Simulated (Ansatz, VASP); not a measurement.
**MnSe in VASP and in Ansatz**

```
Mn Se
1.0
     0.00000    2.72400    2.72400
     2.72400    0.00000    2.72400
     2.72400    2.72400    0.00000
Mn Se
1 1
Direct
  0.00000 0.00000 0.00000
  0.50000 0.50000 0.50000
```

Alike in both runs: task single point; functional LDA; k mesh 6 × 6 × 6; occupations gaussian, width 0.05 eV; collinear spin; Hubbard terms Mn d U = 8.0 eV.

|  | VASP | Ansatz |
| --- | --- | --- |
| version | VASP 6.6.1 | Ansatz 0.2.0 |
| potentials or method | VASP PAW LDA potentials, release 64 (Mn_pv, Se) | scalar-relativistic, plane waves, PAW |
| plane-wave cutoff (eV) | 520 | 420 |
| valence electrons in the cell | 19 | 31 |

```tsv
	VASP	Ansatz	Ansatz less VASP
gap on the k mesh at the Fermi level (eV)	0.62	0.25	-0.376
least direct gap on the mesh (eV)	2.03	1.85	-0.177
pressure (GPa)	0.2	1.6	+1.37
net moment per atom (μB)	2.50	2.50	0.000
size of the moment on the site where the two differ most (μB)	4.68	4.63	-0.055
```

Site moments also hang on the region over which each program counts them. The programs project onto different local orbitals, so the same U acts differently. The two sets of potentials don't hold the same shells in valence.

Caveats: a cell with one magnetic atom can't hold antiferromagnetic order, which such compounds often take. A k mesh can miss the band edges. The state reached can hang on the start; a lower one may exist.
